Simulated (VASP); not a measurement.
Output of a VASP run:

File OSZICAR:
```
       N       E                     dE             d eps       ncg     rms          rms(c)
DAV:   1     0.362747228183E+03    0.36275E+03   -0.18388E+04   520   0.155E+03
DAV:   2     0.326653621625E+02   -0.33008E+03   -0.32120E+03   618   0.314E+02
DAV:   3    -0.121011229921E+02   -0.44766E+02   -0.44250E+02   608   0.125E+02
DAV:   4    -0.141125015633E+02   -0.20114E+01   -0.20057E+01   646   0.307E+01
DAV:   5    -0.141743883368E+02   -0.61887E-01   -0.61857E-01   838   0.518E+00    0.438E+00
DAV:   6    -0.139373200485E+02    0.23707E+00   -0.42740E-01   674   0.360E+00    0.290E+00
DAV:   7    -0.139163912609E+02    0.20929E-01   -0.30767E-01   658   0.240E+00    0.984E-01
DAV:   8    -0.139199632710E+02   -0.35720E-02   -0.41760E-02   608   0.152E+00    0.289E-01
DAV:   9    -0.139200232051E+02   -0.59934E-04   -0.18874E-03   672   0.340E-01    0.140E-01
DAV:  10    -0.139203132956E+02   -0.29009E-03   -0.10443E-03   644   0.214E-01    0.520E-02
DAV:  11    -0.139203624345E+02   -0.49139E-04   -0.34194E-04   628   0.131E-01    0.201E-02
DAV:  12    -0.139203659401E+02   -0.35056E-05   -0.29839E-05   628   0.355E-02    0.186E-02
DAV:  13    -0.139203648963E+02    0.10438E-05   -0.15701E-06   650   0.868E-03    0.502E-03
DAV:  14    -0.139203644695E+02    0.42680E-06   -0.10703E-06   684   0.776E-03    0.100E-03
DAV:  15    -0.139203644461E+02    0.23340E-07   -0.28913E-07   496   0.369E-03
   1 F= -.15163655E+02 E0= -.15163649E+02  d E =-.119114E-04
```

OUTCAR:
```
------------------------ aborting loop because EDIFF is reached ----------------------------------------
 Edisp (eV)   -1.24329
  FORCE on cell =-STRESS in cart. coord.  units (eV):
  Direction    XX          YY          ZZ          XY          YZ          ZX
  --------------------------------------------------------------------------------------
  Total       0.90409     0.90409     0.90409     0.00000    -0.00000     0.00000
  in kB       6.16965     6.16965     6.16965     0.00000    -0.00000     0.00000
  external pressure =        6.17 kB  Pullay stress =        0.00 kB
  volume of cell :      234.78
      direct lattice vectors                 reciprocal lattice vectors
     6.169083608  0.000000000  0.000000000     0.162098630  0.000000000  0.000000000
     0.000000000  6.169083608  0.000000000     0.000000000  0.162098630  0.000000000
     0.000000000  0.000000000  6.169083608     0.000000000  0.000000000  0.162098630
 POSITION                                       TOTAL-FORCE (eV/Angst)
 -----------------------------------------------------------------------------------
      0.00000      0.00000      0.00000         0.000000      0.000000      0.000000
      3.08454      3.08454      3.08454         0.000000      0.000000      0.000000
      3.08454      0.00000      3.08454         0.000000      0.000000      0.000000
      0.00000      3.08454      3.08454         0.000000      0.000000      0.000000
      3.08454      3.08454      0.00000         0.000000      0.000000      0.000000
 -----------------------------------------------------------------------------------
    total drift:                                0.000000     -0.000000     -0.000000
  FREE ENERGIE OF THE ION-ELECTRON SYSTEM (eV)
  ---------------------------------------------------
  free  energy   TOTEN  =       -15.1636547333 eV

  energy  without entropy=      -15.1636428218  energy(sigma->0) =      -15.16364878
```
(Selected blocks of OUTCAR.)

**POSCAR**
```
CsSnI3
1
    6.1690836082     0.0000000000     0.0000000000
    0.0000000000     6.1690836082     0.0000000000
    0.0000000000     0.0000000000     6.1690836082
Cs Sn I
1 1 3
Direct
  0.0000000000   0.0000000000   0.0000000000
  0.5000000000   0.5000000000   0.5000000000
  0.5000000000   0.0000000000   0.5000000000
  0.0000000000   0.5000000000   0.5000000000
  0.5000000000   0.5000000000   0.0000000000
```

### Question
Write an INCAR and KPOINTS that could have produced this output.

### Answer
One answer among several that fit: the input of the run itself, PBE GGA with D3 dispersion (zero damping), plane waves, VASP's PBE PAW potentials (set 64).

### INCAR
```
ALGO=Normal
EDIFF=1E-7
ENCUT=520
GGA=PE
ISIF=2
ISMEAR=0
IVDW=11
LASPH=.True.
LCHARG=.False.
LMAXMIX=4
LREAL=.False.
LWAVE=.False.
NELM=100
PREC=Accurate
SIGMA=0.05
SYSTEM=CsSnI3
```

### KPOINTS
```
Automatic mesh
0
Gamma
4 4 4
0 0 0
```

POTCAR, in this order: Cs_sv Sn_d I (PBE.64 set). Program: vasp_std.

The compound is CsSnI3 in the cubic perovskite structure, the ideal cubic form; the compound distorts at low or room temperature. This cell is one point of a volume scan, at 0.97 of the reference volume.
